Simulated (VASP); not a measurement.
Consider the following.

```xyz
4
Lattice="1.6432 -5.4637 0.0000 1.6432 5.4637 0.0000 0.0000 0.0000 4.4800" Properties=species:S:1:pos:R:3 pbc="T T T"
P      1.6432     4.4125     4.0976
P      1.6432     1.0512     1.8576
P      1.6432    -1.0512     2.6225
P      1.6432    -4.4125     0.3824
```

All values below come from PW91 GGA, VASP's PBE PAW potentials (set 64) (plane waves; VASP). Numerical set-up: 520 eV cut-off, 7×7×5 Γ-centred mesh, Gaussian smearing of 0.050 eV, potentials P.

Without a dispersion term in the relaxation, distances and binding between the weakly bound layers, chains or molecules are unreliable, and so is what depends on them.

Problem. The ions and cell shape at fixed volume are relaxed. Give the cell that the relaxation ends in.

Solution. 
```xyz
4
Lattice="1.6603 -5.4241 0.0000 1.6603 5.4241 0.0000 0.0000 0.0000 4.4663" Properties=species:S:1:pos:R:3 pbc="T T T"
P      1.6603     4.3593     4.0939
P      1.6603     1.0649     1.8607
P      1.6603    -1.0649     2.6056
P      1.6603    -4.3593     0.3725
```
Space group Cmce (64), at a tolerance of 0.03 Å.

Problem. How much energy does the relaxation gain?

Solution. The energy (σ→0) changes by -3.2 meV/atom, in 8 ionic steps.

The compound is P in the black structure. This cell is one point of a volume scan, at 0.97 of the reference volume. Symmetry was kept, so distortions that lower it aren't found.
